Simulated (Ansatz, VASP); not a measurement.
# MoRu5 (Ru0.84Mo0.16, hexagonal close-packed) in two plane-wave programs

One calculation is typed for both programs; each brings its own data sets. How far apart do they land? The cell is invented: As first built, before any earlier steps moved the atoms (in the runner's words): 3x3x2 conventional cells of the Ru type (36 atoms: 6 Mo, 30 Ru); Ru/Mo share their sites, the best of 600 random draws by like-pair counts in two shells; start lattice of Ru; atoms moved at random by 0.02 A. It may not be a known or stable phase. Of the first pair: The structure shown is the start of the Ansatz relaxation below; VASP solves that cell, so the two are compared at the walk's first step.

Program: Ansatz 0.2.0. Level of theory: plane waves, with VASP 6.6.1 beside it; single point at PBE. Results are calculated unless marked as measured.

### Step 1. Set-up

The cell holds 36 atoms: 6 Mo and 30 Ru. Cell: a = 8.117 Å, b = 8.117 Å, c = 8.564 Å, α = 90.0°, β = 90.0°, γ = 120.0°. It derives from Ru (Ru type, space group 194), repeated 3×3×2. As first built, before any earlier steps moved the atoms (in the runner's words): 3x3x2 conventional cells of the Ru type (36 atoms: 6 Mo, 30 Ru); Ru/Mo share their sites, the best of 600 random draws by like-pair counts in two shells; start lattice of Ru; atoms moved at random by 0.02 A.

### Step 2. Ansatz: relaxation, PBE

Ansatz runs on its default PAW (the set named soft_2) files.

The two programs are compared at the cell with which this relaxation starts, whose forces are those of its first step.

Input file input.yaml:

```yaml
crystal:
  lattice:
    - [8.1174, 0.0, 0.0]
    - [-4.0587, 7.02987, 0.0]
    - [0.0, 0.0, 8.5638]
  atoms:
    - { symbol: Mo, position: [0.22229, 0.77735, 0.8759] }
    - { symbol: Mo, position: [0.4439, 0.22042, 0.12474] }
    - { symbol: Mo, position: [0.55697, 0.44615, 0.87094] }
    - { symbol: Mo, position: [0.77604, 0.55525, 0.12342] }
    - { symbol: Mo, position: [0.8913, 0.44517, 0.37189] }
    - { symbol: Mo, position: [0.8896, 0.77456, 0.37521] }
    - { symbol: Ru, position: [0.11223, 0.22376, 0.12361] }
    - { symbol: Ru, position: [0.22103, 0.11181, 0.37301] }
    - { symbol: Ru, position: [0.10996, 0.22366, 0.6201] }
    - { symbol: Ru, position: [0.22333, 0.10804, 0.87697] }
    - { symbol: Ru, position: [0.10952, 0.55399, 0.12118] }
    - { symbol: Ru, position: [0.22154, 0.43938, 0.37262] }
    - { symbol: Ru, position: [0.10584, 0.5487, 0.6264] }
    - { symbol: Ru, position: [0.22498, 0.445, 0.87341] }
    - { symbol: Ru, position: [0.11513, 0.88908, 0.12531] }
    - { symbol: Ru, position: [0.22193, 0.77619, 0.37508] }
    - { symbol: Ru, position: [0.10634, 0.88897, 0.62215] }
    - { symbol: Ru, position: [0.55821, 0.11118, 0.376] }
    - { symbol: Ru, position: [0.44397, 0.22441, 0.62492] }
    - { symbol: Ru, position: [0.55553, 0.11216, 0.87302] }
    - { symbol: Ru, position: [0.44694, 0.5519, 0.12502] }
    - { symbol: Ru, position: [0.55904, 0.44837, 0.3721] }
    - { symbol: Ru, position: [0.43944, 0.55376, 0.62727] }
    - { symbol: Ru, position: [0.44345, 0.88901, 0.12427] }
    - { symbol: Ru, position: [0.55493, 0.7766, 0.37665] }
    - { symbol: Ru, position: [0.44548, 0.89489, 0.62237] }
    - { symbol: Ru, position: [0.55553, 0.77815, 0.87432] }
    - { symbol: Ru, position: [0.77815, 0.22665, 0.12229] }
    - { symbol: Ru, position: [0.88324, 0.11471, 0.37406] }
    - { symbol: Ru, position: [0.78133, 0.22548, 0.62775] }
    - { symbol: Ru, position: [0.88581, 0.10719, 0.87485] }
    - { symbol: Ru, position: [0.78223, 0.55969, 0.6201] }
    - { symbol: Ru, position: [0.89335, 0.44979, 0.87995] }
    - { symbol: Ru, position: [0.78208, 0.88732, 0.12258] }
    - { symbol: Ru, position: [0.77828, 0.88985, 0.6242] }
    - { symbol: Ru, position: [0.88858, 0.77942, 0.87478] }
kpoints:
  mp_grid: { grid: [3, 3, 3] }
hamiltonian:
  xc: pbe
scf:
  occupations: { method: methfessel_paxton, width: 0.15 }
output:
  forces: true
  stress: true
relax:
  f_tol: 0.02
  max_steps: 45
  cell: { stress_tol: 0.1 }
```

On the command line:

```bash
ansatz run input.yaml --threads 8 --pin off --max-ram 15360MiB --backend cpu --events-out ev --progress --plain --runs-dir out
```

Numbers of over 12 decimals in the logs are rounded to 6 here.

The program printed:

```text
The last accepted step is kept in <dir> (removed where the run ends without a failure and the disk answers)
Engine: ansatz 0.2.0, x86_64-unknown-linux-gnu
Pseudopotentials: kind: paw
Pseudopotential: Mo, paw, valence charge 14, recommended cutoff 420 eV (normal), Mo.paw.azcp
Pseudopotential: Ru, paw, valence charge 16, recommended cutoff 420 eV (normal), Ru.paw.azcp
Functional definition: PBE
  parameter kappa = 0.804
  parameter beta = 0.066725
  exchange = pbe_x(kappa = kappa, mu = beta*pi^2/3)
  correlation = pbe_c(beta = beta)
Crystal: 36 atoms, lattice volume = 488.687 Å³
Basis set: ecut = 420 eV, 9563 PW (Γ), exchange–correlation on 120×120×120 points (8 copies of the dense FFT grid, shifted against one another)
Bands: 339, of which v1, the nominal top of the filled ones, is band 282 counted from 1 (281 counted from 0)
Symmetry: 1 space group operations
Space group: P1 (ITA 1), of the structure as read, at distance tolerance 7.9e-5 Å
k-points: 14 of 27 (time reversal used)
Non-local potential: Mo, projectors of the file, l = 0: 3, l = 1: 2, l = 2: 2, l = 3: 1
Non-local potential: Ru, projectors of the file, l = 0: 3, l = 1: 2, l = 2: 2, l = 3: 1
PAW form: soft (Blöchl's): semilocal exchange-correlation on the pseudo side does not see the compensation charge
PAW one-centre angular grid: Mo, 590 points (default); XC on 64 Gauss nodes
PAW one-centre angular grid: Ru, 590 points (default); XC on 64 Gauss nodes
Initial density: superposition of atomic densities (neutral atoms: chi_scale 0, normalization atom), corrected by the library's trained network
Initial wavefunctions: pseudopotential atomic-orbital guess
Functional: x = pbe(κ = 0.804, μ = 0.219515), c = pbe(β = 0.066725)
SCF iter   1: F=—  HF=-206096.026604 eV  |F-HF|=—  |Δ(HF+E_count)|=         —  Δρ=1.14e-2  dr2=1.06e0  ethr=1.77e-3  ⟨swp⟩=5.0  Hψ=14260  notcnv=0
preconditioner: auto → Kerker (q_TF=auto, 2.794 Å⁻¹)  [metal: Δε(μ)=0.009 eV  Ē_g=4.820 eV  σ=0.150 eV  W_gap=0.05  n_scr=198 (ndim 8)  ℏωp=27.9 eV  f_vac=0.000  D(μ)=26.75/eV (n_scr^D=242)]
SCF iter   2: F=—  HF=-206096.006973 eV  |F-HF|=—  |Δ(HF+E_count)|=   1.96e-2  S|Δr|=    0.00e0  Δρ=6.04e-3  dr2=3.28e-1  ethr=1.87e-4  ⟨swp⟩=1.0  Hψ=5460  notcnv=0
SCF iter   3: F=—  HF=-206095.997645 eV  |F-HF|=—  |Δ(HF+E_count)|=   9.33e-3  S|Δr|=    0.00e0  Δρ=7.22e-4  dr2=6.04e-3  ethr=5.81e-5  ⟨swp⟩=2.0  Hψ=4899  notcnv=0
SCF iter   4: F=—  HF=-206095.997082 eV  |F-HF|=—  |Δ(HF+E_count)|=   5.63e-4  S|Δr|=    0.00e0  Δρ=1.53e-4  dr2=3.54e-4  ethr=1.07e-6  ⟨swp⟩=2.1  Hψ=7933  notcnv=0
SCF iter   5: F=—  HF=-206095.997063 eV  |F-HF|=—  |Δ(HF+E_count)|=   1.89e-5  S|Δr|=    0.00e0  Δρ=5.47e-5  dr2=5.16e-5  ethr=6.28e-8  ⟨swp⟩=2.6  Hψ=5661  notcnv=0
SCF iter   6: F=—  HF=-206095.997538 eV  |F-HF|=—  |Δ(HF+E_count)|=   4.75e-4  S|Δr|=    0.00e0  Δρ=1.65e-5  dr2=2.87e-6  ethr=9.15e-9  ⟨swp⟩=2.0  Hψ=6568  notcnv=0
SCF iter   7: F=—  HF=-206095.997538 eV  |F-HF|=—  |Δ(HF+E_count)|=   1.28e-8  S|Δr|=    0.00e0  Δρ=5.36e-6  dr2=2.71e-7  ethr=5.09e-10  ⟨swp⟩=2.1  Hψ=7953  notcnv=0
SCF iter   8: F=-206095.997538 eV  HF=-206095.997538 eV  |F-HF|=4.28e-9  |Δ(HF+E_count)|=   1.74e-8  S|Δr|=    0.00e0  Δρ=9.01e-7  dr2=6.56e-9  ethr=1.77e-11  ⟨swp⟩=3.0  Hψ=12719  notcnv=0
SCF 1 converged in 8 iterations: F = -206095.997538 eV  dr2 = 6.56e-9
  greatest PAW one-centre occupation: 0.998 electrons in one spin orbital (limit 2), on the Mo atom at site 3 (counted from 0), in its partial waves of l = 0
relax step   1: F+E_penalty+E_count = -206095.99753775 eV  Δ(F+E_penalty+E_count) = +0.000e0 eV  max|allowed force component| = 1.214e0 eV/Å  Δτ_max = 0.0000 Å  P = +12.796 GPa  Ω = 488.687 Å³  (8 SCF iters, dr2 threshold 1.00e-7 eV, accepted)
[...]
relax step   5: F+E_penalty+E_count = -206097.25676104 eV  Δ(F+E_penalty+E_count) = -2.531e-3 eV  max|allowed force component| = 1.979e-2 eV/Å  Δτ_max = 0.0057 Å  P = +0.017 GPa  Ω = 507.351 Å³  energy of the carried Pulay correction = -8.451e-3 eV  (5 SCF iters, dr2 threshold 2.29e-7 eV, accepted)
[...]
relax step   6: F+E_penalty+E_count = -206097.26390830 eV  Δ(F+E_penalty+E_count) = -7.147e-3 eV  max|allowed force component| = 1.978e-2 eV/Å  Δτ_max = 0.0000 Å  P = -0.004 GPa  Ω = 507.351 Å³  stress off target by 5.44e-2 GPa  SCF on the basis re-selected at this cell (its energy is not comparable with the rows above)  (5 SCF iters)
basis re-selected at this cell: Δ(F+E_penalty+E_count) = -7.147e-3 eV, ΔP = -0.020 GPa vs the last step (what re-selecting the basis moved, of the pressure what is left beyond the Pulay correction that the steps carried, after the strain that the cell walked since its last selection, with what the two solves' SCF thresholds leave and, on support functions, any second-order correction that the steps lacked; it is no m [...]
SCF converged after 5 iterations
Stability not checked: this state was not tested for a lower state beside it, because cold or Methfessel-Paxton smearing, or corrected tetrahedra, fill the levels in a way that the test cannot read (fill_not_monotonic; see scf.lower_state_search)
Free energy (F): -206097.263908 eV
Harris-Foulkes:  -206097.263908 eV  (|F-HF|=8.73e-11)
Internal energy: -206097.254152 eV  (E = F + TS)
E sigma→0 (E₀):  -206097.261469 eV
Entropy (-TS):   -0.009756 eV (-0.271 meV/atom)
Fermi energy:    22.536411 eV
--- Per-component energies (eV) ---
  E_band       = -2146.256244
  E_kinetic    = 18065.441411
  E_local      = -43527.389462  (includes V_loc(G=0)·N_el)
  E_nonlocal   = 11143.487334
  E_hartree    = 14117.251733
  E_xc         = -6817.307846
  E_vxc        = -8550.753705  (∫ρ·V_xc dr)
  E_paw        = -123027.728672  (= ΣΔE_a)
  E_vpaw       = -7511.540151  (= ΣTr[D̂ρ^β])
  E_aug_tail   = -0.005270  (compensation charges beyond the density's cutoff)
  E_ewald      = -76051.003380
  E_smearing   = -0.009756  (= −TS)
  E_closure    = 0.000000  (closes the sum)
  Σ components = -206097.263908   (vs F -206097.263908, Δ=0.00e0)
--- Forces (eV/Å), atoms counted from 1 ---
  atom   1  Mo     0.00273486     0.00288840    -0.00213649
  atom   2  Mo     0.01096538     0.00677617    -0.01053467
  atom   3  Mo    -0.00906707    -0.00872815     0.00839198
  atom   4  Mo     0.01297791     0.00618475    -0.00375601
  atom   5  Mo    -0.00469657     0.00873546     0.00980404
  atom   6  Mo    -0.00370473     0.00256635     0.01716083
  atom   7  Ru    -0.00026529    -0.00030601     0.01977960
  atom   8  Ru    -0.00750896    -0.00247897     0.00046168
  atom   9  Ru     0.00438348    -0.00113208     0.01208195
  atom  10  Ru     0.00393588    -0.00309627    -0.01246122
  atom  11  Ru    -0.00462050    -0.00142805    -0.00306354
  atom  12  Ru     0.00387048    -0.00134831     0.00302038
  atom  13  Ru     0.00113703    -0.00483637    -0.00645034
  atom  14  Ru    -0.00191987     0.00412253     0.00045866
  atom  15  Ru     0.00206720    -0.00044046    -0.01051810
  atom  16  Ru    -0.00169728     0.00324837    -0.00677118
  atom  17  Ru    -0.00253873     0.00388098    -0.00118153
  atom  18  Ru     0.00435892    -0.00708761     0.00143727
  atom  19  Ru    -0.00850388    -0.00045510     0.00382930
  atom  20  Ru    -0.00292806    -0.00668833     0.01262423
  atom  21  Ru     0.00283732    -0.00785237    -0.01232941
  atom  22  Ru    -0.00388719     0.00601173     0.00733146
  atom  23  Ru     0.00005631    -0.00280208    -0.00893654
  atom  24  Ru    -0.00396979     0.00344183     0.00324402
[...]
atom  29  Ru    -0.00057129    -0.00533381    -0.01256754
  atom  30  Ru     0.00472042    -0.00350059    -0.00447045
  atom  31  Ru    -0.00416003    -0.00106502    -0.01060470
  atom  32  Ru     0.00396428     0.00172487    -0.00844600
  atom  33  Ru     0.00005717     0.00063222     0.00343172
  atom  34  Ru     0.00181525     0.00628374    -0.00445425
  atom  35  Ru    -0.00344220    -0.00021661     0.00291443
  atom  36  Ru    -0.00180492     0.00137394     0.00490744
  max |Σ_I F_I| component: 8.76e-7 eV/Å
--- Stress (GPa, compression-positive) ---
        0.037185       0.030782       0.003530
        0.030782      -0.044059       0.001525
        0.003530       0.001525      -0.004078
  P = ⅓ Tr σ = -0.0037 GPa (-0.037 kbar)
--- Relaxed structure (5 steps of the walk, 5 accepted, 1 SCFs on fresh bases) ---
  F+E_penalty+E_count = -206097.26390830 eV   max|allowed force component| = 1.978e-2 eV/Å   (the final SCF, on the basis selected at the relaxed cell)
  cell:  # Å, volume = 507.3511 Å³
    - [8.216632, 0.00204833, -0.00267745]
    - [-4.106542, 7.109014, -0.000185963]
    - [-0.00282469, -0.00185738, 8.684462]
  atoms:
    - { symbol: Mo, position: [0.223445, 0.779262, 0.874746] }
    - { symbol: Mo, position: [0.440275, 0.215436, 0.128447] }
    - { symbol: Mo, position: [0.553126, 0.444795, 0.867741] }
    - { symbol: Mo, position: [0.780885, 0.559036, 0.118919] }
    - { symbol: Mo, position: [0.889331, 0.439883, 0.377254] }
    - { symbol: Mo, position: [0.889671, 0.783002, 0.377342] }
    - { symbol: Ru, position: [0.111080, 0.223250, 0.123776] }
    - { symbol: Ru, position: [0.223158, 0.113963, 0.375523] }
    - { symbol: Ru, position: [0.111525, 0.223715, 0.624130] }
    - { symbol: Ru, position: [0.222131, 0.113833, 0.872862] }
    - { symbol: Ru, position: [0.111006, 0.556071, 0.124142] }
    - { symbol: Ru, position: [0.224257, 0.442661, 0.373586] }
    - { symbol: Ru, position: [0.111646, 0.556907, 0.623228] }
    - { symbol: Ru, position: [0.222112, 0.442516, 0.874346] }
    - { symbol: Ru, position: [0.110632, 0.887257, 0.123131] }
    - { symbol: Ru, position: [0.222054, 0.778196, 0.374085] }
    - { symbol: Ru, position: [0.111895, 0.887923, 0.623662] }
    - { symbol: Ru, position: [0.555705, 0.111255, 0.375723] }
    - { symbol: Ru, position: [0.443832, 0.219443, 0.622798] }
    - { symbol: Ru, position: [0.557303, 0.113602, 0.873557] }
    - { symbol: Ru, position: [0.444459, 0.556294, 0.125257] }
    - { symbol: Ru, position: [0.555230, 0.444831, 0.376392] }
    - { symbol: Ru, position: [0.443092, 0.557856, 0.623681] }
    - { symbol: Ru, position: [0.444422, 0.887359, 0.125577] }
    - { symbol: Ru, position: [0.555906, 0.776289, 0.374501] }
    - { symbol: Ru, position: [0.444092, 0.888455, 0.623476] }
    - { symbol: Ru, position: [0.557323, 0.777514, 0.875031] }
    - { symbol: Ru, position: [0.777170, 0.221912, 0.122951] }
    - { symbol: Ru, position: [0.890574, 0.112289, 0.373213] }
    - { symbol: Ru, position: [0.777317, 0.221680, 0.625780] }
    - { symbol: Ru, position: [0.891674, 0.113015, 0.873989] }
    - { symbol: Ru, position: [0.778708, 0.556138, 0.625359] }
    - { symbol: Ru, position: [0.889832, 0.443305, 0.873058] }
    - { symbol: Ru, position: [0.776770, 0.888895, 0.122961] }
    - { symbol: Ru, position: [0.775952, 0.888995, 0.625786] }
    - { symbol: Ru, position: [0.889908, 0.781179, 0.872430] }
```

The column dr2 measures how far the density is from self-consistency, as an energy; F and HF (Harris–Foulkes) agree once it is small.

### Step 3. VASP: single point, PBE, start cell, pair 1

The same cell, functional, mesh and smearing now go to VASP, with its own data sets.

Lines of VASP's logs that name or quote its potential files are left out, and so is its time.

Input file INCAR:

```
SYSTEM = MoRu5
PREC = Accurate
ENCUT = 400
EDIFF = 1E-06
NELM = 120
ISMEAR = 1
SIGMA = 0.15
LREAL = Auto
ALGO = Normal
GGA = PE
NBANDS = 292
LASPH = .TRUE.
LORBIT = 11
LWAVE = .FALSE.
LCHARG = .FALSE.
ISIF = 2
GGA_COMPAT = .FALSE.
KPAR = 4
```

Input file POSCAR:

```
MoRu5
1.0
    8.1174000000      0.0000000000      0.0000000000
   -4.0587000000      7.0298700000      0.0000000000
    0.0000000000      0.0000000000      8.5638000000
Mo Ru
6 30
Direct
    0.2222938486      0.7773543465      0.8758962143
    0.4438988875      0.2204165938      0.1247343469
    0.5569766887      0.4461533428      0.8709451412
    0.7760333092      0.5552449761      0.1234148392
    0.8912975649      0.4451718168      0.3718909830
    0.8895991344      0.7745662438      0.3752072678
    0.1122246741      0.2237594721      0.1236133492
    0.2210310702      0.1118086110      0.3730119807
    0.1099574277      0.2236598970      0.6200985544
    0.2233347891      0.1080389822      0.8769705037
    0.1095168525      0.5539931748      0.1211845209
    0.2215390004      0.4393822361      0.3726149606
    0.1058361858      0.5487014696      0.6264041664
    0.2249767206      0.4450011167      0.8734090007
    0.1151229809      0.8890776074      0.1253065228
    0.2219323689      0.7761878954      0.3750788201
    0.1063317570      0.8889638073      0.6221537168
    0.5582153481      0.1111827103      0.3760013078
    0.4439757043      0.2244138227      0.6249211799
    0.5555277535      0.1121642363      0.8730236577
    0.4469417602      0.5519020978      0.1250145963
    0.5590471386      0.4483724450      0.3721011700
    0.4394471552      0.5537655746      0.6272682688
    0.4434437886      0.8890064823      0.1242672645
    0.5549299194      0.7766004208      0.3766552231
    0.4454767446      0.8948956382      0.6223755809
    0.5555327137      0.7781509473      0.8743198113
    0.7781423593      0.2266471499      0.1222938415
    0.8832354649      0.1147105139      0.3740629160
    0.7813288137      0.2254806988      0.6277470282
    0.8858050254      0.1071854814      0.8748452790
    0.7822315181      0.5596831805      0.6200985544
    0.8933504261      0.4497949464      0.8799481539
    0.7820780222      0.8873137057      0.1225857680
    0.7782808509      0.8898457582      0.6241972022
    0.8885751190      0.7794169736      0.8747752166
```

Input file KPOINTS:

```
Automatic mesh
0
Gamma
3 3 3
0 0 0
```

Potentials, in the order of the species: Mo_sv and Ru_pv (PBE family, release 64).

On the command line:

```bash
mpirun -np 4 vasp_std
```

The program printed:

```text
[banner, memory and clock lines left out]
running    4 mpi-ranks, on    1 nodes
[...]
LDA part: xc-table for (Slater+PW92), standard interpolation
 POSCAR, INCAR and KPOINTS ok, starting setup
[...]
entering main loop
       N       E                     dE             d eps       ncg     rms          rms(c)
DAV:   1     0.620567480036E+04    0.62057E+04   -0.26190E+05  8432   0.159E+03
DAV:   2    -0.266847790014E+02   -0.62324E+04   -0.60686E+04  8416   0.559E+02
DAV:   3    -0.348795298020E+03   -0.32211E+03   -0.30345E+03 10932   0.118E+02
DAV:   4    -0.365377413809E+03   -0.16582E+02   -0.16147E+02  9920   0.197E+01
[...]
DAV:  22    -0.341783721651E+03    0.48274E-05   -0.85761E-06  8592   0.104E-02    0.991E-03
DAV:  23    -0.341783719224E+03    0.24268E-05   -0.39350E-06  6992   0.844E-03    0.386E-03
DAV:  24    -0.341783718693E+03    0.53109E-06   -0.10980E-06  4760   0.437E-03
   1 F= -.34178372E+03 E0= -.34178514E+03  d E =0.427670E-02
```

Parts of OUTCAR (step 3):

```text
  Total       34.5116043     34.8803760     39.5824600      0.1729211     -0.4158976     -0.4967793
  in kB      113.1475028    114.3565337    129.7724807      0.5669279     -1.3635348     -1.6287082
  external PRESSURE =     119.0921724 kB  Pullay stress =       0.0000000 kB

 POSITION                                       TOTAL-FORCE (eV/Angst)
 -----------------------------------------------------------------------------------
     -1.35060      5.46470      7.50100         0.056049      0.261309     -0.429444
      2.70870      1.54950      1.06820        -0.076068     -0.789175      0.464616
      2.71040      3.13640      7.45860        -0.229432     -0.023736     -0.606262
      4.04580      3.90330      1.05690         0.562802      0.674545     -0.582123
      5.42820      3.12950      3.18480         0.401370     -0.666026      0.596975
      4.07750      5.44510      3.21320        -0.604043      1.234368      0.082796
      0.00280      1.57300      1.05860        -0.196113     -0.210511     -0.141485
      1.34040      0.78600      3.19440         0.136031      0.247134      0.372820
     -0.01520      1.57230      5.31040         0.147071     -0.231332      0.527944
      1.37440      0.75950      7.51020        -0.691631      0.538795     -0.567687
     -1.35950      3.89450      1.03780         0.497431      0.413014      0.552030
      0.01500      3.08880      3.19100         0.185422      0.348745      0.014432
     -1.36790      3.85730      5.36440         0.175465      1.042627     -0.363547
      0.02010      3.12830      7.47970        -0.126320     -0.664828      0.188160
[...]
-----------------------------------------------------------------------------------
    total drift:                               -0.002775     -0.002250      0.007164

  FREE ENERGIE OF THE ION-ELECTRON SYSTEM (eV)
  ---------------------------------------------------
  free  energy   TOTEN  =      -341.7837186932 eV

  energy  without entropy=     -341.7879953943  energy(sigma->0) =     -341.78514426

[... 2 further parts left out ...]
[key lines of the parts left out:]
E-fermi :  13.0446
```

The k-mesh is coarse for a metal.

The run ends at a pressure of 11.91 GPa, with forces up to 1.4 eV/Å.

[end of part 1 of 2]

[Lines on the potential files, build, host, timing and source positions are cut from VASP's logs without a mark.]

[Logs are printed without paths, hosts, clocks, repeated set-up lines and the standing remarks that a program may print on its own settings, such as how far it seeks lower states.]

[Hosts, paths, dates, database ids (printed as entryN), source tags and the programs' standing remarks are cut or masked in the printed files.]
